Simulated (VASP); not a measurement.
Si2W:

```
CELL_PARAMETERS angstrom
-1.60690 1.60690 3.91495
1.60690 -1.60690 3.91495
1.60690 1.60690 -3.91495
ATOMIC_POSITIONS crystal
Si 0.33470 0.33470 0.00000
Si 0.66530 0.66530 0.00000
W 0.00000 0.00000 0.00000
```

* Program: VASP 6.6.1
* Task: relaxation of cell and atoms
* Functional: PBE
* Potentials or basis: VASP PAW PBE potentials, release 64 (Si, W_sv)
* Cutoff: 520 eV
* k mesh: 12 × 12 × 12
* Occupations: gaussian, width 0.1 eV
* Spin: no spin polarisation

At the start: pressure 3.4 GPa; volume 13.48 Å³/atom.

Task: How do energy, volume and symmetry change on relaxing?

Result: Over 9 steps the energy falls by 2.1 meV/atom and the volume is 13.68 Å³/atom (+1.5 %); space group I4/mmm (No. 139, to 0.05 Å).

Step by step:
```csv
step,energy change (eV),largest force (eV/Å),pressure (GPa),volume (Å³)
1,0.0000,0.0802,3.38,40.44
2,0.0137,0.1005,-5.57,42.12
3,-0.0063,0.0122,-0.02,41.03
4,-0.0063,0.0135,0.05,41.02
5,-0.0063,0.0033,0.04,41.02
6,-0.0063,0.0050,0.04,41.02
7,-0.0063,0.0009,-0.06,41.04
8,-0.0063,0.0025,0.00,41.03
9,-0.0063,0.0020,-0.01,41.03
```

Final structure:
```
Si W
1.0
    -1.61466    1.61466    3.93457
     1.61466   -1.61466    3.93457
     1.61466    1.61466   -3.93457
Si W
2 1
Direct
  0.33445 0.33445 0.00000
  0.66555 0.66555 0.00000
  0.00000 0.00000 0.00000
```
